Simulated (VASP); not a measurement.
## What goes wrong when the modes of GaSb are computed with a bad input

Some phonon runs on GaSb get a fault in the input on purpose. Which of them show, and how? The starting structure is a measured crystal structure from the Crystallography Open Database.

Method: Kohn-Sham DFT with plane waves and PAW; LDA, in VASP 6.6.1.

The database entry behind the starting cell differs from later determinations by our own check (about 0.4 % long), so it need not match the best structure at ambient conditions.

### 1. The starting structure

The structure is cubic, space group F-43m (No. 216). The conventional cell has a = 6.118 Å, b = 6.118 Å, c = 6.118 Å, α = 90.00°, β = 90.00°, γ = 90.00°. Nearest to Sb lie 4 Ga at 2.65 Å. Nearest to Ga lie 4 Sb at 2.65 Å. Farther neighbours are not listed.

As a file:

```cif
data_structure
_symmetry_space_group_name_H-M 'P 1'
_symmetry_Int_Tables_number 1
_cell_length_a 4.3261
_cell_length_b 4.3261
_cell_length_c 4.3261
_cell_angle_alpha 60.000
_cell_angle_beta 60.000
_cell_angle_gamma 60.000
_cell_volume 57.25
loop_
_atom_site_label
_atom_site_type_symbol
_atom_site_fract_x
_atom_site_fract_y
_atom_site_fract_z
_atom_site_occupancy
Sb1 Sb 0.75000 0.75000 0.75000 1
Ga2 Ga 0.00000 0.00000 0.00000 1
```

### 2. Reference modes

The cell comes from a relaxation at this level, not shown (55.47 Å³).

Input file INCAR:

```
SYSTEM = GaSb
PREC = Accurate
ENCUT = 450
EDIFF = 1E-08
NELM = 100
ISMEAR = 1
SIGMA = 0.15
LREAL = .FALSE.
ALGO = Normal
GGA = CA
NBANDS = 15
LORBIT = 11
LWAVE = .FALSE.
LCHARG = .FALSE.
KPAR = 4
IBRION = 8
ISIF = 2
```

Input file POSCAR:

```
GaSb
1.0
    0.0000000000      3.0269326157      3.0269326157
    3.0269326157      0.0000000000      3.0269326157
    3.0269326157      3.0269326157      0.0000000000
Sb Ga
1 1
Direct
    0.7500000000      0.7500000000      0.7500000000
    0.0000000000      0.0000000000      0.0000000000
```

Input file KPOINTS:

```
Automatic mesh
0
Gamma
12 12 12
0 0 0
```

Potentials, in the order of the species: Sb and Ga_d (LDA family, release 64).

Run with:

```
$ mpirun -np 4 vasp_std
```

Output:

```text
[banner, memory and clock lines left out]
running    4 mpi-ranks, on    1 nodes
 distrk:  each k-point on    1 cores,    4 groups
 distr:  one band on    1 cores,    1 groups

 POSCAR found type information on POSCAR SbGa
 POSCAR found :  2 types and       2 ions
 LDA part: xc-table for (Slater(with rela. corr.)+CA(PZ))
 , standard interpolation
 POSCAR, INCAR and KPOINTS ok, starting setup
 FFT: planning ... GRIDC
 FFT: planning ... GRID_SOFT
 FFT: planning ... GRID
 WAVECAR not read
 entering main loop
       N       E                     dE             d eps       ncg     rms          rms(c)
DAV:   1     0.785809101092E+02    0.78581E+02   -0.81288E+03  2168   0.138E+03
DAV:   2    -0.266586492173E+01   -0.81247E+02   -0.78266E+02  2475   0.290E+02
DAV:   3    -0.869274105009E+01   -0.60269E+01   -0.60123E+01  2636   0.662E+01
DAV:   4    -0.879902878460E+01   -0.10629E+00   -0.10627E+00  2662   0.998E+00
DAV:   5    -0.880157600688E+01   -0.25472E-02   -0.25472E-02  2868   0.134E+00    0.342E+00
DAV:   6    -0.871043069129E+01    0.91145E-01   -0.76213E-02  3154   0.448E+00    0.199E+00
DAV:   7    -0.867364696378E+01    0.36784E-01   -0.53084E-02  2440   0.185E+00    0.294E-01
DAV:   8    -0.867340340308E+01    0.24356E-03   -0.48549E-03  2719   0.857E-01    0.998E-02
DAV:   9    -0.867348119064E+01   -0.77788E-04   -0.34381E-04  2555   0.164E-01    0.397E-02
DAV:  10    -0.867347418720E+01    0.70034E-05   -0.17422E-05  2841   0.359E-02    0.141E-02
DAV:  11    -0.867347631221E+01   -0.21250E-05   -0.43896E-06  2486   0.197E-02    0.528E-03
DAV:  12    -0.867347627714E+01    0.35066E-07   -0.23347E-07  2727   0.354E-03    0.118E-03
DAV:  13    -0.867347628688E+01   -0.97361E-08   -0.20793E-08  2601   0.131E-03
   1 F= -.86734763E+01 E0= -.86735517E+01  d E =0.226213E-03
 Linear response reoptimize wavefunctions to high precision
DAV:   1    -0.867347628693E+01   -0.50022E-10   -0.75560E-10  2256   0.358E-04
 Linear response DOF=           2
 Linear response progress:
  Degree of freedom:   1/  2
       N       E                     dE             d eps       ncg     rms          rms(c)
RMM:   1    -0.294641230500E-01   -0.29464E-01   -0.83382E-05 16624   0.141E+00
RMM:   2    -0.265299963771E-01    0.29341E-02   -0.38175E-03 15371   0.396E-01    0.681E-02
RMM:   3    -0.264600351782E-01    0.69961E-04   -0.24549E-04 16897   0.106E-01    0.363E-02
RMM:   4    -0.264799208042E-01   -0.19886E-04   -0.61720E-05 17008   0.451E-02    0.459E-03
RMM:   5    -0.264838620293E-01   -0.39412E-05   -0.92313E-06 17733   0.155E-02    0.293E-03
RMM:   6    -0.264758643133E-01    0.79977E-05   -0.75285E-08 17058   0.486E-03    0.610E-04
RMM:   7    -0.264752681193E-01    0.59619E-06    0.45885E-08 17556   0.147E-03    0.280E-04
RMM:   8    -0.264749895663E-01    0.27855E-06   -0.17228E-08 16834   0.534E-04    0.810E-05
RMM:   9    -0.264749870537E-01    0.25126E-08   -0.17806E-09 17612   0.198E-04    0.331E-05
 first order change of Fermi-energy   0.20074E-03
 force on displaced ion       1 direction 1 :  -8.260   0.000   0.000
 Linear response progress:
  Degree of freedom:   2/  2
       N       E                     dE             d eps       ncg     rms          rms(c)
RMM:   1    -0.168292388490E+00   -0.16829E+00    0.94791E-02 10437   0.849E+00
RMM:   2    -0.166852618636E+00    0.14398E-02   -0.28118E-02 15625   0.135E+00    0.405E-02
RMM:   3    -0.166915427583E+00   -0.62809E-04   -0.35289E-03 16135   0.432E-01    0.268E-02
RMM:   4    -0.166857915215E+00    0.57512E-04   -0.17006E-03 17711   0.208E-01    0.140E-02
RMM:   5    -0.166866880159E+00   -0.89649E-05   -0.73659E-05 17304   0.519E-02    0.469E-03
RMM:   6    -0.166871127452E+00   -0.42473E-05   -0.16173E-05 17401   0.214E-02    0.560E-04
RMM:   7    -0.166861976676E+00    0.91508E-05    0.49738E-06 16996   0.951E-03    0.670E-04
RMM:   8    -0.166865669197E+00   -0.36925E-05   -0.74361E-07 17201   0.431E-03    0.222E-04
RMM:   9    -0.166867078378E+00   -0.14092E-05   -0.45387E-07 17088   0.200E-03    0.834E-05
RMM:  10    -0.166867648826E+00   -0.57045E-06   -0.47528E-07 17438   0.996E-04    0.297E-05
RMM:  11    -0.166867717377E+00   -0.68551E-07   -0.46968E-08 17517   0.489E-04    0.119E-05
RMM:  12    -0.166867748540E+00   -0.31163E-07    0.19902E-07 17347   0.252E-04    0.665E-06
RMM:  13    -0.166867868115E+00   -0.11957E-06   -0.16203E-07 17440   0.137E-04    0.192E-06
RMM:  14    -0.166867835259E+00    0.32856E-07    0.17250E-08 17656   0.772E-05    0.182E-06
RMM:  15    -0.166867872834E+00   -0.37575E-07    0.12638E-08 17181   0.485E-05    0.359E-07
RMM:  16    -0.166867867841E+00    0.49925E-08   -0.28136E-08 16446   0.337E-05    0.438E-07
 first order change of Fermi-energy   0.10165E-04
 force on displaced ion       2 direction 1 :  -8.221   0.000   0.000
 Linear response finished
```

Wall time 7.8 min (4 MPI ranks of AMD EPYC 7R43, shared host); peak memory 1.9 GiB.

The logs omit lines about the potential files and the build; timing stands in the text.

Parts of OUTCAR (step 2):

```text
ion  position               nearest neighbor table
   1  0.750  0.750  0.750-   2 2.62   2 2.62   2 2.62   2 2.62
   2  0.000  0.000  0.000-   1 2.62   1 2.62   1 2.62   1 2.62

  LATTYP: Found a face centered cubic cell.
 ALAT       =     6.0538652314

 Subroutine GETGRP returns: Found 24 space group operations
 (whereof 24 operations were pure point group operations)

The static configuration has the point symmetry T_d .

 Found     72 irreducible k-points:

   k-points           NKPTS =     72   k-points in BZ     NKDIM =     72   number of bands    NBANDS=     15

   dimension x,y,z NGX =    30 NGY =   30 NGZ =   30
   dimension x,y,z NGXF=    60 NGYF=   60 NGZF=   60

   ENCUT  =  450.0 eV  33.07 Ry    5.75 a.u.   7.40  7.40  7.40*2*pi/ulx,y,z

   NELECT =      18.0000    total number of electrons

 k-points in reciprocal lattice and weights: Automatic mesh
   0.00000000  0.00000000  0.00000000       0.001
   0.08333333  0.00000000  0.00000000       0.005
   0.16666667  0.00000000  0.00000000       0.005
   0.25000000  0.00000000  0.00000000       0.005
   0.33333333  0.00000000  0.00000000       0.005
   0.41666667  0.00000000  0.00000000       0.005
   0.50000000  0.00000000  0.00000000       0.002
   0.08333333  0.08333333  0.00000000       0.003
   0.16666667  0.08333333  0.00000000       0.014
[...]
-0.33333333  0.50000000  0.16666667       0.007
  -0.25000000  0.50000000  0.25000000       0.003

 average (electrostatic) potential at core
       1 -88.3640       2 -66.6030

  Total        0.0002811      0.0002811      0.0002811      0.0000000      0.0000000     -0.0000000
  in kB        0.0081184      0.0081184      0.0081184      0.0000000      0.0000000     -0.0000000
  external PRESSURE =       0.0081184 kB  Pullay stress =       0.0000000 kB

  energy-cutoff  :      450.00
  volume of cell :       55.47
      direct lattice vectors                 reciprocal lattice vectors
     0.000000000  3.026932616  3.026932616    -0.165183723  0.165183723  0.165183723
     3.026932616  0.000000000  3.026932616     0.165183723 -0.165183723  0.165183723
     3.026932616  3.026932616  0.000000000     0.165183723  0.165183723 -0.165183723

 POSITION                                       TOTAL-FORCE (eV/Angst)
 -----------------------------------------------------------------------------------
      4.54040      4.54040      4.54040         0.000000      0.000000      0.000000
      0.00000      0.00000      0.00000        -0.000000     -0.000000     -0.000000
 -----------------------------------------------------------------------------------
    total drift:                                0.000000      0.000000     -0.000000

 Eigenvectors and eigenvalues of the dynamical matrix
 ----------------------------------------------------

   1 f  =    6.737800 THz    42.334844 2PiTHz  224.748805 cm-1    27.865288 meV
             X         Y         Z           dx          dy          dz
      4.540399  4.540399  4.540399     0.000000    0.604359    0.000000
      0.000000  0.000000  0.000000     0.000000   -0.796712    0.000000

   2 f  =    6.737800 THz    42.334844 2PiTHz  224.748805 cm-1    27.865288 meV
             X         Y         Z           dx          dy          dz
      4.540399  4.540399  4.540399    -0.604359    0.000000    0.000000
      0.000000  0.000000  0.000000     0.796712    0.000000    0.000000

   3 f  =    6.737800 THz    42.334844 2PiTHz  224.748805 cm-1    27.865288 meV
             X         Y         Z           dx          dy          dz
      4.540399  4.540399  4.540399     0.000000    0.000000   -0.604359
      0.000000  0.000000  0.000000     0.000000    0.000000    0.796712

   4 f/i=    0.007766 THz     0.048794 2PiTHz    0.259039 cm-1     0.032117 meV
             X         Y         Z           dx          dy          dz
      4.540399  4.540399  4.540399     0.796712    0.000000    0.000000
      0.000000  0.000000  0.000000     0.604359    0.000000    0.000000

   5 f/i=    0.007766 THz     0.048794 2PiTHz    0.259039 cm-1     0.032117 meV
             X         Y         Z           dx          dy          dz
      4.540399  4.540399  4.540399     0.000000   -0.796712    0.000000
      0.000000  0.000000  0.000000     0.000000   -0.604359    0.000000

   6 f/i=    0.007766 THz     0.048794 2PiTHz    0.259039 cm-1     0.032117 meV
             X         Y         Z           dx          dy          dz
      4.540399  4.540399  4.540399     0.000000    0.000000    0.796712
      0.000000  0.000000  0.000000     0.000000    0.000000    0.604359

 ELASTIC MODULI CONTR FROM IONIC RELAXATION (kBar)
 Direction    XX          YY          ZZ          XY          YZ          ZX
 --------------------------------------------------------------------------------
 XX          -0.0000      0.0000      0.0000     -0.0000      0.0000     -0.0000
 YY           0.0000     -0.0000     -0.0000     -0.0000     -0.0000      0.0000
 ZZ           0.0000     -0.0000     -0.0000      0.0000     -0.0000     -0.0000
 XY          -0.0000     -0.0000      0.0000   -180.9523      0.0000      0.0000
 YZ           0.0000     -0.0000     -0.0000      0.0000   -180.9523      0.0000
 ZX          -0.0000      0.0000     -0.0000      0.0000      0.0000   -180.9523
 --------------------------------------------------------------------------------
```

Energies printed during the response cycles are not total energies of the cell. Methfessel-Paxton smearing is not meant for a cell with a gap.

Reference: the zone-centre mode is T2 224.7 cm⁻¹.

### 3. Modes with finite displacements, else as the reference

Against step 2 the input has IBRION = 6, NFREE = 2 and POTIM = 0.015 (also changed: NSW).

Edit INCAR of step 2 so:

```diff
@@ -15,3 +15,6 @@
 KPAR = 4
-IBRION = 8
+IBRION = 6
+NFREE = 2
+POTIM = 0.015
+NSW = 1
 ISIF = 2
```

POSCAR is that of step 2.

KPOINTS is that of step 2.

Run with:

```
$ mpirun -np 4 vasp_std
```

Output:

```text
[... set-up lines as in an earlier step ...]
 entering main loop
       N       E                     dE             d eps       ncg     rms          rms(c)
[... 13 cycles as in an earlier step ...]
   1 F= -.86734763E+01 E0= -.86735517E+01  d E =0.226213E-03
[...]
2 F= -.86725459E+01 E0= -.86726184E+01  d E =0.217564E-03
[...]
3 F= -.86725459E+01 E0= -.86726184E+01  d E =0.217567E-03
[...]
4 F= -.86725528E+01 E0= -.86726253E+01  d E =0.217569E-03
[...]
5 F= -.86725527E+01 E0= -.86726252E+01  d E =0.217566E-03
 Finite differences progress:
  Degree of freedom:   2/  2
  Displacement:        2/  2
  Total:               4/  4
```

It took 6.2 min on 4 MPI ranks; peak memory 1.5 GiB; 25 min of CPU time.

OUTCAR, selected parts (step 3):

```text
  Total        0.0018113      0.0032526      0.0032526      0.0000000      0.1138938      0.0000000
  in kB        0.0523197      0.0939501      0.0939501      0.0000000      3.2898230      0.0000000
  external PRESSURE =       0.0800733 kB  Pullay stress =       0.0000000 kB

 POSITION                                       TOTAL-FORCE (eV/Angst)
 -----------------------------------------------------------------------------------
      4.54040      4.54040      4.54040        -0.123909      0.000000      0.000000
     -0.01500      0.00000      0.00000         0.123909      0.000000      0.000000
 -----------------------------------------------------------------------------------
    total drift:                               -0.000731      0.000000     -0.000000

  FREE ENERGIE OF THE ION-ELECTRON SYSTEM (eV)
  ---------------------------------------------------
  free  energy   TOTEN  =        -8.6725527250 eV

  energy  without entropy=       -8.6727702912  energy(sigma->0) =       -8.67262525

[... 2 parts as in an earlier step ...]

[... 1 further part left out ...]
[key lines of the parts left out:]
E-fermi :   5.0499
```

The last energy, forces and stress in OUTCAR belong to the last displaced cell, not to that of POSCAR.

With finite displacements, else as the reference the mode is T2 225.2 cm⁻¹, +0.5 cm⁻¹ from the reference.

### 4. Modes with perturbation theory asked for with a meta-GGA

A slip made on purpose: perturbation theory asked for with a meta-GGA. Against step 2 the input has METAGGA = R2SCAN, LASPH = .TRUE. and no GGA (also changed: NELM).

Input file INCAR:

```
SYSTEM = GaSb
PREC = Accurate
ENCUT = 450
EDIFF = 1E-08
NELM = 60
ISMEAR = 1
SIGMA = 0.15
LREAL = .FALSE.
ALGO = Normal
NBANDS = 15
LORBIT = 11
LWAVE = .FALSE.
LCHARG = .FALSE.
KPAR = 4
IBRION = 8
ISIF = 2
METAGGA = R2SCAN
LASPH = .TRUE.
```

POSCAR is that of step 3.

KPOINTS is that of step 3.

Run with:

```
$ mpirun -np 4 vasp_std
```

Output:

```text
[banner, memory and clock lines left out]
running    4 mpi-ranks, on    1 nodes
[...]
|                                                                             |
|               ----> ADVICE to this user running VASP <----                  |
|                                                                             |
|     You enforced a specific xc type in the INCAR file but a different       |
|     [... a line on the potential file left out ...]
|     I HOPE YOU KNOW WHAT YOU ARE DOING!                                     |
|                                                                             |

 LDA part: xc-table for (None), standard interpolation
 POSCAR, INCAR and KPOINTS ok, starting setup
[...]
entering main loop
       N       E                     dE             d eps       ncg     rms          rms(c)
DAV:   1    -0.463811999384E+03   -0.46381E+03   -0.83935E+03  2168   0.143E+03
DAV:   2    -0.546815411183E+03   -0.83003E+02   -0.79964E+02  2496   0.300E+02
[...]
1 F= -.55129982E+03 E0= -.55129990E+03  d E =0.239528E-03
|                                                                             |
|     EEEEEEE  RRRRRR   RRRRRR   OOOOOOO  RRRRRR      ###     ###     ###     |
|     E        R     R  R     R  O     O  R     R     ###     ###     ###     |
|     E        R     R  R     R  O     O  R     R     ###     ###     ###     |
|     EEEEE    RRRRRR   RRRRRR   O     O  RRRRRR       #       #       #      |
|     E        R   R    R   R    O     O  R   R                               |
|     E        R    R   R    R   O     O  R    R      ###     ###     ###     |
|     EEEEEEE  R     R  R     R  OOOOOOO  R     R     ###     ###     ###     |
|                                                                             |
|     You have switched on METAGGA and linear-response routines. This         |
|     combination is currently not supported. If you have selected            |
|     LEPSILON=.TRUE., you can try using LCALCEPS=.TRUE. instead. In all      |
|     other cases, VASP will stop. SOOO sorry...                              |
|                                                                             |
|       ---->  I REFUSE TO CONTINUE WITH THIS SICK JOB ... BYE!!! <----       |
|                                                                             |

1
1
1
1
```

Run time: 3.5 min. Hardware: 4 MPI ranks.

VASP stopped with this message: “You have switched on METAGGA and linear-response routines. This combination is currently not supported. If you have selected LEPSILON=.TRUE., you can try using LCALCEPS=.TRUE. instead”.

(Continued in part 2 of 2.)

[Lines on the potential files, build, host, timing and source positions are cut from VASP's logs without a mark.]

[Logs are printed without paths, hosts, clocks, repeated set-up lines and the standing remarks that a program may print on its own settings, such as how far it seeks lower states.]

[Hosts, paths, dates, database ids (printed as entryN), source tags and the programs' standing remarks are cut or masked in the printed files.]
